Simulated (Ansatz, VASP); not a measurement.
# Cross-check of BaAl6Si7O24 (aluminosilicate glass) between VASP and Ansatz

Aim: how closely do two programs agree when they are given the same cell, functional and k mesh? Of the first pair: The structure shown is the start of the Ansatz relaxation below; VASP solves that cell, so the two are compared at the walk's first step.

Main program and level: Ansatz 0.2.0; plane waves, with VASP 6.6.1 beside it; single point at PBE.

## 1. Set-up

The cell holds 38 atoms: 7 Si, 6 Al, 1 Ba and 24 O. Cell: a = 8.111 Å, b = 8.111 Å, c = 8.111 Å, α = 90.0°, β = 90.0°, γ = 90.0°. As first built, before any earlier steps moved the atoms (in the runner's words): kind aluminosilicate glass; units_of_the_quenched_model {'SiO2': 7, 'Al2O3': 3, 'BaO': 1}; melt_K 3000; rate_K_ps 50; atoms 38.

## 2. Ansatz: relaxation, PBE

Ansatz runs on its PAW soft_1 files.

The two programs are compared at the cell with which this relaxation starts, whose forces are those of its first step.

input.yaml reads:

```yaml
crystal:
  lattice:
    - [8.1105692763, 0.0, 0.0]
    - [0.0, 8.1105692763, 0.0]
    - [0.0, 0.0, 8.1105692763]
  atoms:
    - { symbol: Si, position: [0.001579, 0.957651, 0.826022] }
    - { symbol: Si, position: [0.684855, 0.358876, 0.721543] }
    - { symbol: Si, position: [0.062243, 0.447665, 0.204318] }
    - { symbol: Si, position: [0.498505, 0.802284, 0.481398] }
    - { symbol: Si, position: [0.868017, 0.935699, 0.476783] }
    - { symbol: Si, position: [0.007881, 0.560865, 0.831497] }
    - { symbol: Si, position: [0.548503, 0.236121, 0.045192] }
    - { symbol: Al, position: [0.410316, 0.587743, 0.163579] }
    - { symbol: Al, position: [0.322783, 0.915709, 0.990544] }
    - { symbol: Al, position: [0.390163, 0.607815, 0.789078] }
    - { symbol: Al, position: [0.162277, 0.784743, 0.319912] }
    - { symbol: Al, position: [0.775985, 0.26941, 0.369135] }
    - { symbol: Al, position: [0.041228, 0.079031, 0.150405] }
    - { symbol: Ba, position: [0.295555, 0.203874, 0.563047] }
    - { symbol: O, position: [0.440218, 0.0699, 0.059102] }
    - { symbol: O, position: [0.910156, 0.070688, 0.328802] }
    - { symbol: O, position: [0.202764, 0.585041, 0.249986] }
    - { symbol: O, position: [0.942425, 0.064092, 0.976643] }
    - { symbol: O, position: [0.63871, 0.233855, 0.870434] }
    - { symbol: O, position: [0.675872, 0.882503, 0.483065] }
    - { symbol: O, position: [0.200743, 0.99969, 0.826727] }
    - { symbol: O, position: [0.437013, 0.767528, 0.656038] }
    - { symbol: O, position: [0.66008, 0.264449, 0.204468] }
    - { symbol: O, position: [0.859257, 0.461006, 0.744622] }
    - { symbol: O, position: [0.506601, 0.654786, 0.331449] }
    - { symbol: O, position: [0.18162, 0.535182, 0.750687] }
    - { symbol: O, position: [0.330312, 0.894489, 0.399298] }
    - { symbol: O, position: [0.43913, 0.403365, 0.056642] }
    - { symbol: O, position: [0.533034, 0.471687, 0.71376] }
    - { symbol: O, position: [0.919776, 0.44218, 0.336088] }
    - { symbol: O, position: [0.689024, 0.257766, 0.556995] }
    - { symbol: O, position: [0.981246, 0.764204, 0.841337] }
    - { symbol: O, position: [0.152927, 0.900741, 0.139402] }
    - { symbol: O, position: [0.119672, 0.262756, 0.203355] }
    - { symbol: O, position: [0.016779, 0.500693, 0.02589] }
    - { symbol: O, position: [0.929252, 0.012671, 0.650493] }
    - { symbol: O, position: [0.390276, 0.721884, 0.97671] }
    - { symbol: O, position: [0.995113, 0.805799, 0.44192] }
  symmetry: { detect: false }
kpoints:
  mp_grid: { grid: [2, 2, 2] }
scf:
  occupations: { method: fermi_dirac, width: 0.05 }
hamiltonian:
  xc: pbe
  pseudopotentials: { kind: paw, azcp: { folder: soft_1 } }
output:
  forces: true
  stress: true
relax:
  f_tol: 0.04
  max_steps: 100
  escape_saddle: false
  cell: { stress_tol: 0.4, fix: [] }
```

Launch:

```bash
> ansatz run input.yaml --threads 4 --pin off --max-ram 14336MiB --backend cpu --events-out ev --progress --plain --runs-dir out
```

Numbers of over 12 decimals in the logs are rounded to 6 here.

The log of the run:

```text
Engine: ansatz 0.2.0, aarch64-unknown-linux-gnu
Pseudopotentials: kind: paw
Pseudopotential: Si, paw, valence charge 4, recommended cutoff 420 eV (normal), soft_1/Si.paw.azcp
Pseudopotential: Al, paw, valence charge 3, recommended cutoff 420 eV (normal), soft_1/Al.paw.azcp
Pseudopotential: Ba, paw, valence charge 10, recommended cutoff 420 eV (normal), soft_1/Ba.paw.azcp
Pseudopotential: O, paw, valence charge 6, recommended cutoff 420 eV (normal), soft_1/O.paw.azcp
Functional definition: PBE
  parameter kappa = 0.804
  parameter beta = 0.066725
  exchange = pbe_x(kappa = kappa, mu = beta*pi^2/3)
  correlation = pbe_c(beta = beta)
Crystal: 38 atoms, lattice volume = 533.524 Å³
Basis set: ecut = 420 eV, 10395 PW (Γ), exchange–correlation on 120×120×120 points (8 copies of the dense FFT grid, shifted against one another)
Bands: 138, of which v1, the nominal top of the filled ones, is band 100 counted from 1 (99 counted from 0)
Symmetry: 1 space group operations
k-points: 8
Non-local potential: Si, projectors of the file, l = 0: 2, l = 1: 2, l = 2: 1
Non-local potential: Al, projectors of the file, l = 0: 2, l = 1: 2, l = 2: 1
Non-local potential: Ba, projectors of the file, l = 0: 3, l = 1: 2, l = 2: 2, l = 3: 2
Non-local potential: O, projectors of the file, l = 0: 2, l = 1: 2, l = 2: 1
PAW form: soft (Blöchl's): semilocal exchange-correlation on the pseudo side does not see the compensation charge
PAW one-centre angular grid: Si, 110 points (default); XC on 64 Gauss nodes
PAW one-centre angular grid: Al, 110 points (default); XC on 64 Gauss nodes
PAW one-centre angular grid: Ba, 194 points (default); XC on 64 Gauss nodes
PAW one-centre angular grid: O, 110 points (default); XC on 64 Gauss nodes
Initial density: superposition of atomic densities (chi_scale 0.1, normalization cell, long waves kept (reshape's long-wave potential 0.31 eV rms))
Initial wavefunctions: pseudopotential atomic-orbital guess
Functional: x = pbe(κ = 0.804, μ = 0.219515), c = pbe(β = 0.066725)
SCF iter   1: F=—  HF=-27309.656050 eV  |F-HF|=—  |Δ(HF+E_count)|=         —  Δρ=1.20e-1  dr2=7.57e1  ethr=3.10e-3  ⟨swp⟩=9.0  Hψ=6197  notcnv=0  defer=133
preconditioner: auto → Resta (q_TF=auto, 2.317 Å⁻¹)  ε∞=3.1  [insulator: Δε(μ)=4.889 eV  Ē_g=15.591 eV  σ=0.050 eV  W_gap=1.00  n_scr=92 (ndim 8)  ℏωp=22.6 eV  f_vac=0.058  D(μ)=0.00/eV (n_scr^D=0)  ε∞_Penn≈3.1]
SCF iter   2: F=—  HF=-27289.079363 eV  |F-HF|=—  |Δ(HF+E_count)|=    2.06e1  Δρ=4.20e-2  dr2=6.30e0  ethr=3.10e-3  ⟨swp⟩=3.0  Hψ=2735  notcnv=0  defer=256
SCF iter   3: F=—  HF=-27288.000460 eV  |F-HF|=—  |Δ(HF+E_count)|=    1.08e0  Δρ=1.99e-2  dr2=2.01e0  ethr=3.10e-3  ⟨swp⟩=2.5  Hψ=1333  notcnv=0  defer=250
SCF iter   4: F=—  HF=-27287.780945 eV  |F-HF|=—  |Δ(HF+E_count)|=   2.20e-1  Δρ=4.95e-3  dr2=1.13e-1  ethr=1.01e-3  ⟨swp⟩=3.9  Hψ=1773  notcnv=0  defer=250
SCF iter   5: F=—  HF=-27287.788181 eV  |F-HF|=—  |Δ(HF+E_count)|=   7.24e-3  Δρ=2.21e-3  dr2=2.50e-2  ethr=5.67e-5  ⟨swp⟩=2.8  Hψ=2071  notcnv=0  defer=245
SCF iter   6: F=—  HF=-27287.798142 eV  |F-HF|=—  |Δ(HF+E_count)|=   9.96e-3  Δρ=7.73e-4  dr2=3.83e-3  ethr=1.25e-5  ⟨swp⟩=2.0  Hψ=1342  notcnv=0  defer=245
SCF iter   7: F=—  HF=-27287.800520 eV  |F-HF|=—  |Δ(HF+E_count)|=   2.38e-3  Δρ=4.12e-4  dr2=7.67e-4  ethr=1.91e-6  ⟨swp⟩=2.0  Hψ=1698  notcnv=0  defer=245
SCF iter   8: F=—  HF=-27287.800490 eV  |F-HF|=—  |Δ(HF+E_count)|=   3.02e-5  Δρ=6.72e-5  dr2=3.94e-5  ethr=3.84e-7  ⟨swp⟩=2.0  Hψ=1535  notcnv=0  defer=245
SCF iter   9: F=—  HF=-27287.800262 eV  |F-HF|=—  |Δ(HF+E_count)|=   2.28e-4  Δρ=3.12e-5  dr2=4.85e-6  ethr=1.97e-8  ⟨swp⟩=2.0  Hψ=1529  notcnv=0  defer=245
SCF iter  10: F=—  HF=-27287.800261 eV  |F-HF|=—  |Δ(HF+E_count)|=   5.63e-7  Δρ=2.10e-5  dr2=1.84e-6  ethr=2.42e-9  ⟨swp⟩=2.0  Hψ=1641  notcnv=0  defer=245
SCF iter  11: F=-27287.800261 eV  HF=-27287.800261 eV  |F-HF|=3.80e-8  |Δ(HF+E_count)|=   4.25e-7  Δρ=3.67e-6  dr2=9.77e-8  ethr=5.00e-11  ⟨swp⟩=3.6  Hψ=4211  notcnv=0
SCF 1 converged in 11 iterations: F = -27287.800261 eV  dr2 = 9.77e-8
  greatest PAW one-centre occupation: 0.954 electrons in one spin orbital (limit 2), on the Ba atom at site 13 (counted from 0), in its partial waves of l = 0
relax step   1: F+E_penalty+E_count = -27287.80026082 eV  Δ(F+E_penalty+E_count) = +0.000e0 eV  max|allowed force component| = 4.788e0 eV/Å  Δτ_max = 0.0000 Å  P = +9.569 GPa  Ω = 533.524 Å³  (11 SCF iters, dr2 threshold 1.00e-7 eV, accepted)
Crystal: 38 atoms, lattice volume = 546.726 Å³
Basis set: ecut = 420 eV, 10699 PW (Γ), exchange–correlation on 120×120×120 points (8 copies of the dense FFT grid, shifted against one another)
Initial density: handed on by an earlier stage of this run
Initial wavefunctions: those handed on with the density
iter 1 solved again at ethr=2.85e-4 eV; its pass at ethr=3.10e-3 eV (dr2=5.70e-1 eV) is discarded
[...]
iter 1 solved again at ethr=1.30e-6 eV; its pass at ethr=3.10e-3 eV (dr2=2.60e-3 eV) is discarded
SCF iter   1: F=—  HF=-27292.212044 eV  |F-HF|=—  |Δ(HF+E_count)|=         —  Δρ=7.20e-5  dr2=3.72e-6  ethr=1.30e-6  ⟨swp⟩=12.5  Hψ=10924  notcnv=0  defer=13
[...]
basis re-selected at this cell: Δ(F+E_penalty+E_count) = -7.311e-3 eV, ΔP = +0.007 GPa vs the last step (what re-selecting the basis moved, of the pressure what is left beyond the Pulay correction that the steps carried, after the strain that the cell walked since its last selection, with what the two solves' SCF thresholds leave and, on support functions, any second-order correction that the steps lacked; it is no m [...]
SCF converged after 4 iterations
Free energy (F): -27292.212068 eV
Harris-Foulkes:  -27292.212068 eV  (|F-HF|=1.54e-9)
Internal energy: -27292.212068 eV  (E = F + TS)
E sigma→0 (E₀):  -27292.212068 eV
Fermi energy:    4.582935 eV
--- Per-component energies (eV) ---
  E_band       = -914.289326
  E_kinetic    = 4728.139143
  E_local      = -13528.693581  (includes V_loc(G=0)·N_el)
  E_nonlocal   = 1560.371659
  E_hartree    = 5158.851951
  E_xc         = -2555.514840
  E_vxc        = -2852.762942  (∫ρ·V_xc dr)
  E_paw        = -15518.241094  (= ΣΔE_a)
  E_vpaw       = -1139.061037  (= ΣTr[D̂ρ^β])
  E_aug_tail   = 0.019357  (compensation charges beyond the density's cutoff)
  E_ewald      = -7137.144664
  E_smearing   = -0.000000  (= −TS)
  E_closure    = 0.000000  (closes the sum)
  Σ components = -27292.212068   (vs F -27292.212068, Δ=0.00e0)
--- Forces (eV/Å), atoms counted from 1 ---
  atom   1  Si    -0.00274610     0.00789849    -0.00796083
  atom   2  Si    -0.00565458    -0.00299246    -0.02015318
  atom   3  Si    -0.00239358     0.00268428     0.00912195
  atom   4  Si     0.00251595    -0.00121885    -0.00311588
  atom   5  Si    -0.01057792     0.00199423     0.00539641
  atom   6  Si     0.00513443    -0.00402465     0.00168726
  atom   7  Si    -0.00365415    -0.00706272     0.00490690
  atom   8  Al     0.00227430     0.00064584     0.00055573
  atom   9  Al     0.00653775     0.00628938    -0.00515068
  atom  10  Al     0.00145315    -0.00081901    -0.00025918
  atom  11  Al     0.00465435    -0.01419778    -0.00449225
  atom  12  Al    -0.00223815     0.01187791     0.00569320
  atom  13  Al     0.00162673    -0.00047233     0.00765888
  atom  14  Ba     0.00393031     0.00994829    -0.00124088
  atom  15  O     -0.00304778     0.00301630    -0.00169763
  atom  16  O      0.00814397    -0.00725268    -0.00592152
  atom  17  O     -0.00048330     0.00494127     0.00375164
  atom  18  O     -0.00125052    -0.00136149     0.00079392
  atom  19  O      0.00341231    -0.00018945    -0.00165595
  atom  20  O      0.00606646    -0.00379871     0.00240722
  atom  21  O     -0.01158881    -0.00513599     0.00675149
  atom  22  O     -0.00539031    -0.00187955     0.00325986
  atom  23  O     -0.00008740    -0.00253729    -0.00693107
  atom  24  O      0.00393030     0.00013956     0.00021856
[...]
atom  31  O      0.00199955     0.00325108     0.00827750
  atom  32  O     -0.00063781    -0.00263271    -0.00203055
  atom  33  O     -0.00461887     0.00489627     0.00238314
  atom  34  O      0.00326956     0.00025817    -0.00355298
  atom  35  O     -0.00039846    -0.00096352    -0.00145647
  atom  36  O      0.00348790    -0.00443064     0.00847799
  atom  37  O     -0.00347641     0.00000929     0.00061023
  atom  38  O     -0.00083008     0.00277090    -0.00247342
  max |Σ_I F_I| component: 2.49e-5 eV/Å
--- Stress (GPa, compression-positive) ---
        0.013912      -0.014899       0.008726
       -0.014895       0.024434      -0.027612
        0.008718      -0.027609       0.002966
  P = ⅓ Tr σ = 0.0138 GPa (0.138 kbar)
--- Relaxed structure (29 steps of the walk, 26 accepted, 2 SCFs on fresh bases) ---
  F+E_penalty+E_count = -27292.21206802 eV   max|allowed force component| = 2.015e-2 eV/Å   (the final SCF, on the basis selected at the relaxed cell)
  cell:  # Å, volume = 560.0889 Å³
    - [8.156556, -0.221969, 0.145314]
    - [-0.221969, 8.401124, -0.286928]
    - [0.145314, -0.286928, 8.191597]
  atoms:
    - { symbol: Si, position: [-0.012511, 0.930775, 0.822429] }
    - { symbol: Si, position: [0.702848, 0.366233, 0.732400] }
    - { symbol: Si, position: [0.039349, 0.454429, 0.184235] }
    - { symbol: Si, position: [0.501637, 0.792341, 0.473265] }
    - { symbol: Si, position: [0.863220, 0.950240, 0.476411] }
    - { symbol: Si, position: [0.00968803, 0.564553, 0.827006] }
    - { symbol: Si, position: [0.555223, 0.246450, 0.046024] }
    - { symbol: Al, position: [0.408595, 0.585860, 0.161612] }
    - { symbol: Al, position: [0.317347, 0.921754, 0.990628] }
    - { symbol: Al, position: [0.402582, 0.615583, 0.792085] }
    - { symbol: Al, position: [0.166156, 0.801791, 0.322350] }
    - { symbol: Al, position: [0.770084, 0.271934, 0.366945] }
    - { symbol: Al, position: [0.024101, 0.087827, 0.154139] }
    - { symbol: Ba, position: [0.359504, 0.156805, 0.647989] }
    - { symbol: O, position: [0.444510, 0.091270, -0.028235] }
    - { symbol: O, position: [0.908281, 0.099913, 0.351275] }
    - { symbol: O, position: [0.193520, 0.593353, 0.245285] }
    - { symbol: O, position: [0.910706, 0.017328, 0.986878] }
    - { symbol: O, position: [0.695841, 0.268983, 0.898004] }
    - { symbol: O, position: [0.666214, 0.915113, 0.466879] }
    - { symbol: O, position: [0.190371, 0.950555, 0.822715] }
    - { symbol: O, position: [0.472066, 0.762674, 0.664486] }
    - { symbol: O, position: [0.629268, 0.215294, 0.219165] }
    - { symbol: O, position: [0.886968, 0.447689, 0.714197] }
    - { symbol: O, position: [0.518358, 0.646393, 0.334852] }
    - { symbol: O, position: [0.198688, 0.537392, 0.766556] }
    - { symbol: O, position: [0.337306, 0.888141, 0.429204] }
    - { symbol: O, position: [0.448160, 0.405342, 0.064644] }
    - { symbol: O, position: [0.536315, 0.464533, 0.739799] }
    - { symbol: O, position: [0.895769, 0.439558, 0.323273] }
    - { symbol: O, position: [0.677779, 0.252933, 0.562555] }
    - { symbol: O, position: [0.941269, 0.740350, 0.805106] }
    - { symbol: O, position: [0.174622, 0.938015, 0.162437] }
    - { symbol: O, position: [0.114300, 0.280345, 0.144865] }
    - { symbol: O, position: [-0.021891, 0.529851, 0.019973] }
    - { symbol: O, position: [0.925765, 0.013578, 0.659267] }
    - { symbol: O, position: [0.398228, 0.724396, 0.996898] }
    - { symbol: O, position: [0.971654, 0.804869, 0.408767] }
```

## 3. VASP: single point, PBE, start cell, pair 1

The same cell, functional, mesh and smearing now go to VASP, with its own data sets.

Lines of VASP's logs that name or quote its potential files are left out, and so is its time.

INCAR reads:

```
SYSTEM = BaAl6Si7O24
PREC = Accurate
ENCUT = 520
EDIFF = 1E-06
NELM = 120
ISMEAR = -1
SIGMA = 0.05
LREAL = Auto
ALGO = Normal
GGA = PE
NBANDS = 128
LORBIT = 11
LWAVE = .FALSE.
LCHARG = .FALSE.
ISIF = 2
LASPH = .TRUE.
GGA_COMPAT = .FALSE.
EFERMI = MIDGAP
KPAR = 4
```

POSCAR reads:

```
BaAl6Si7O24
1.0
    8.1105690000      0.0000000000      0.0000000000
    0.0000000000      8.1105690000      0.0000000000
    0.0000000000      0.0000000000      8.1105690000
Si Al Ba O
7 6 1 24
Direct
    0.0015790507      0.9576510600      0.8260220707
    0.6848550330      0.3588760542      0.7215429645
    0.0622429820      0.4476650159      0.2043179708
    0.4985049754      0.8022840321      0.4813980375
    0.8680170282      0.9356990860      0.4767830716
    0.0078809514      0.5608649652      0.8314970257
    0.5485030705      0.2361210416      0.0451920204
    0.4103159717      0.5877429808      0.1635790288
    0.3227830255      0.9157089965      0.9905440666
    0.3901630083      0.6078150621      0.7890780536
    0.1622770240      0.7847429693      0.3199119569
    0.7759850141      0.2694099514      0.3691350138
    0.0412280569      0.0790309533      0.1504049839
    0.2955549728      0.2038739822      0.5630470563
    0.4402180661      0.0699000280      0.0591020186
    0.9101559952      0.0706880121      0.3288019620
    0.2027639491      0.5850410742      0.2499860367
    0.9424250013      0.0640920508      0.9766430691
    0.6387100584      0.2338549860      0.8704339979
    0.6758720627      0.8825030648      0.4830649983
    0.2007430058      0.9996900341      0.8267270767
    0.4370129889      0.7675280242      0.6560380659
    0.6600800758      0.2644490171      0.2044680219
    0.8592569769      0.4610060034      0.7446219864
    0.5066010782      0.6547859959      0.3314490019
    0.1816200565      0.5351820569      0.7506870356
    0.3303119670      0.8944890303      0.3992980024
    0.4391299797      0.4033650413      0.0566420186
    0.5330339955      0.4716870049      0.7137600334
    0.9197760354      0.4421800739      0.3360880106
    0.6890240376      0.2577660088      0.5569950764
    0.9812460753      0.7642039665      0.8413370258
    0.1529270018      0.9007409961      0.1394020567
    0.1196719984      0.2627560409      0.2033550297
    0.0167789707      0.5006929847      0.0258900454
    0.9292520660      0.0126709976      0.6504930788
    0.3902760706      0.7218840010      0.9767100187
    0.9951130432      0.8057990753      0.4419200428
```

KPOINTS reads:

```
Automatic mesh
0
Gamma
2 2 2
0 0 0
```

PAW data sets: Si, Al, Ba_sv and O (PBE family, release 64).

Launch:

```bash
> mpirun -np 4 vasp_std
```

The log of the run:

```text
[banner, memory and clock lines left out]
running    4 mpi-ranks, on    1 nodes
[...]
LDA part: xc-table for (Slater+PW92), standard interpolation
 POSCAR, INCAR and KPOINTS ok, starting setup
[...]
entering main loop
       N       E                     dE             d eps       ncg     rms          rms(c)
DAV:   1     0.134015982907E+04    0.13402E+04   -0.10201E+05  2048   0.143E+03
DAV:   2    -0.211159471105E+03   -0.15513E+04   -0.15123E+04  2544   0.330E+02
DAV:   3    -0.328636945334E+03   -0.11748E+03   -0.11687E+03  2472   0.975E+01
DAV:   4    -0.330868780855E+03   -0.22318E+01   -0.22253E+01  2536   0.132E+01
[...]
DAV:  15    -0.285036117429E+03    0.14263E-06   -0.67986E-05  2200   0.337E-02    0.136E-02
DAV:  16    -0.285036115739E+03    0.16904E-05   -0.12591E-05  2408   0.151E-02    0.670E-03
DAV:  17    -0.285036115363E+03    0.37559E-06   -0.56691E-06  2120   0.916E-03
   1 F= -.28503612E+03 E0= -.28503612E+03  d E =-.195604E-18
```

OUTCAR, selected parts (step 3):

```text
  Total       30.3082551     32.1206331     34.4233836    -16.2737204     -0.5641807      1.7816526
  in kB       91.0159582     96.4585455    103.3737256    -48.8701265     -1.6942396      5.3503187
  external PRESSURE =      96.9494098 kB  Pullay stress =       0.0000000 kB

 POSITION                                       TOTAL-FORCE (eV/Angst)
 -----------------------------------------------------------------------------------
      0.01281      7.76710      6.69951         1.368069      0.142987     -0.115172
      5.55456      2.91069      5.85212         2.425815     -0.205729      1.980174
      0.50483      3.63082      1.65714        -1.168225     -0.567527      0.436939
      4.04316      6.50698      3.90441        -1.775810     -1.707746     -4.810122
      7.04011      7.58905      3.86698        -2.020829      1.998703      0.582932
      0.06392      4.54893      6.74391        -1.176651      1.349055      2.025585
      4.44867      1.91508      0.36653        -0.907015     -0.082538      1.266397
      3.32790      4.76693      1.32672         0.183060     -1.086381     -1.843459
      2.61795      7.42692      8.03388        -1.898445      2.153619     -0.321846
      3.16444      4.92973      6.39987        -0.917294     -0.023802     -0.270878
      1.31616      6.36471      2.59467         0.487853      0.866756      0.663376
      6.29368      2.18507      2.99389         3.116745      1.302274     -0.984812
      0.33438      0.64099      1.21987        -0.382063      0.397397      1.581485
      2.39712      1.65353      4.56663        -0.103348     -0.278942      0.224020
[...]
-----------------------------------------------------------------------------------
    total drift:                                0.004484      0.005078     -0.015047

  FREE ENERGIE OF THE ION-ELECTRON SYSTEM (eV)
  ---------------------------------------------------
  free  energy   TOTEN  =      -285.0361153631 eV

  energy  without entropy=     -285.0361153631  energy(sigma->0) =     -285.03611536

[... 3 further parts left out ...]
[key lines of the parts left out:]
E-fermi :   3.5873
```

Harder data sets than Ba_sv exist (the GW ones), and pressures, volumes and forces can shift noticeably with them.

[end of part 1 of 2]

[Lines on the potential files, build, host, timing and source positions are cut from VASP's logs without a mark.]

[Logs are printed without paths, hosts, clocks, repeated set-up lines and the standing remarks that a program may print on its own settings, such as how far it seeks lower states.]

[Hosts, paths, dates, database ids (printed as entryN), source tags and the programs' standing remarks are cut or masked in the printed files.]
